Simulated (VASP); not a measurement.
A run of VASP 6.6.1 is set up as follows.

INCAR

```
SYSTEM = Sr4Ti3NbO12
ALGO = Normal
EDIFF = 1E-6
EDIFFG = -0.01
ENCUT = 600
IBRION = 2
ISIF = 3
ISMEAR = 0
KPAR = 4
LASPH = .TRUE.
LCHARG = .FALSE.
LREAL = .FALSE.
LWAVE = .FALSE.
NELM = 80
NSW = 90
PREC = Accurate
SIGMA = 0.03
```

The input KPOINTS:

```
k-points
0
G
  6 6 6
  0 0 0
```

The input POSCAR:

```
Sr4Ti3NbO12
1.0
   -3.9463824400      3.9463824400      3.9463824400
    3.9463824400     -3.9463824400      3.9463824400
    3.9463824400      3.9463824400     -3.9463824400
Sr Nb Ti O
4 1 3 12
Direct
    0.5000000000      0.5000000000      0.5000000000
    0.0000000000      0.0000000000      0.5000000000
    0.0000000000      0.5000000000      0.0000000000
    0.5000000000      0.0000000000      0.0000000000
    0.0000000000      0.0000000000      0.0000000000
    0.5000000000      0.5000000000      0.0000000000
    0.5000000000      0.0000000000      0.5000000000
    0.0000000000      0.5000000000      0.5000000000
    0.0000000000      0.2500000000      0.2500000000
    0.5000000000      0.7500000000      0.2500000000
    0.5000000000      0.2500000000      0.7500000000
    0.0000000000      0.7500000000      0.7500000000
    0.2500000000      0.0000000000      0.2500000000
    0.7500000000      0.5000000000      0.2500000000
    0.7500000000      0.0000000000      0.7500000000
    0.2500000000      0.5000000000      0.7500000000
    0.2500000000      0.2500000000      0.0000000000
    0.7500000000      0.7500000000      0.0000000000
    0.7500000000      0.2500000000      0.5000000000
    0.2500000000      0.7500000000      0.5000000000
```

Potentials or basis: VASP PAW LDA potentials, release 64 (Sr_sv, Nb_sv, Ti_sv, O).

The run is started by

```sh
$ cat potpaw_LDA.64/Sr_sv/POTCAR potpaw_LDA.64/Nb_sv/POTCAR potpaw_LDA.64/Ti_sv/POTCAR potpaw_LDA.64/O/POTCAR > POTCAR
$ mpirun -np 4 vasp_std > vasp.out
```

Q: Predict the band gap on the k mesh.

A: None (metal or under the smearing width).

Q: Predict the space group after relaxing (to 0.05 Å).

A: Im-3m (No. 229).

Q: Estimate the relaxed volume.

A: 11.79 Å³/atom.

Final structure:
```yaml
crystal:
  lattice:
    - [-3.89243, 3.89243, 3.89243]
    - [3.89243, -3.89243, 3.89243]
    - [3.89243, 3.89243, -3.89243]
  atoms:
    - { symbol: Sr, position: [0.50000, 0.50000, 0.50000] }
    - { symbol: Sr, position: [0.00000, 0.00000, 0.50000] }
    - { symbol: Sr, position: [0.00000, 0.50000, 0.00000] }
    - { symbol: Sr, position: [0.50000, 0.00000, 0.00000] }
    - { symbol: Nb, position: [0.00000, 0.00000, 0.00000] }
    - { symbol: Ti, position: [0.50000, 0.50000, 0.00000] }
    - { symbol: Ti, position: [0.50000, 0.00000, 0.50000] }
    - { symbol: Ti, position: [0.00000, 0.50000, 0.50000] }
    - { symbol: O, position: [0.00000, 0.25120, 0.25120] }
    - { symbol: O, position: [0.50000, 0.75000, 0.25000] }
    - { symbol: O, position: [0.50000, 0.25000, 0.75000] }
    - { symbol: O, position: [0.00000, 0.74880, 0.74880] }
    - { symbol: O, position: [0.25120, 0.00000, 0.25120] }
    - { symbol: O, position: [0.75000, 0.50000, 0.25000] }
    - { symbol: O, position: [0.74880, 0.00000, 0.74880] }
    - { symbol: O, position: [0.25000, 0.50000, 0.75000] }
    - { symbol: O, position: [0.25120, 0.25120, 0.00000] }
    - { symbol: O, position: [0.74880, 0.74880, 0.00000] }
    - { symbol: O, position: [0.75000, 0.25000, 0.50000] }
    - { symbol: O, position: [0.25000, 0.75000, 0.50000] }
```

Caveat: an odd number of electrons without spin polarisation forces a metal; a magnetic or distorted state may lie lower; semilocal functionals often make such compounds metallic where correlation or magnetic order opens a gap, which also shifts bond lengths.
